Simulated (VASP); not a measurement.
All values below come from r2SCAN meta-GGA, VASP's PBE PAW potentials (set 64) (plane waves; VASP 6.6.1).

The input files of a VASP run:

**KPOINTS**
```
Automatic mesh
0
Gamma
9 9 9
0 0 0
```

INCAR:
```
SYSTEM = Se
PREC = Accurate
ENCUT = 400
EDIFF = 1E-6
NELM = 100
ALGO = Normal
LREAL = .FALSE.
LASPH = .TRUE.
ISMEAR = 1
SIGMA = 0.1
METAGGA = R2SCAN
LMIXTAU = .TRUE.
LMAXMIX = 4
LWAVE = .FALSE.
LCHARG = .FALSE.
IBRION = 2
ISIF = 3
NSW = 60
EDIFFG = -0.01
```

**POSCAR**
```
Se
1.0
  0.0000000000   3.1425875882   3.1425875882
  3.1425875882   0.0000000000   3.1425875882
  3.1425875882   3.1425875882   0.0000000000
Se
2
Cart
  4.7138813823   4.7138813823   4.7138813823
  3.1425875882   3.1425875882   3.1425875882
```

POTCAR, in this order: Se (PBE.64 set). Program: vasp_std.

Q: Estimate the energy per atom (σ→0), band gap (on the k-mesh).

A: 
- energy per atom (σ→0) = -13.640 eV/atom
- band gap (on the k-mesh) = none (metal, semimetal or under 0.01 eV)

### OSZICAR
```
...
DAV:  12    -0.272794334798E+02   -0.15033E-01   -0.63411E-03   700   0.753E-01    0.166E-02
DAV:  13    -0.272800871024E+02   -0.65362E-03   -0.28860E-04   724   0.187E-01    0.160E-02
DAV:  14    -0.272799090532E+02    0.17805E-03   -0.51781E-05   720   0.759E-02    0.222E-02
DAV:  15    -0.272800966331E+02   -0.18758E-03   -0.95102E-05   704   0.830E-02    0.132E-02
DAV:  16    -0.272800985952E+02   -0.19620E-05   -0.41180E-06   714   0.212E-02    0.134E-02
DAV:  17    -0.272801074744E+02   -0.88792E-05   -0.56038E-06   712   0.256E-02    0.328E-03
DAV:  18    -0.272801082022E+02   -0.72786E-06   -0.26889E-07   444   0.740E-03
   1 F= -.27280108E+02 E0= -.27280506E+02  d E =-.272801E+02
```

The structure was generated: Se was put into the diamond type (Fd-3m), which need not be its known phase. It was relaxed first, which changed the volume by +46 %. The start is the result of an earlier pass.
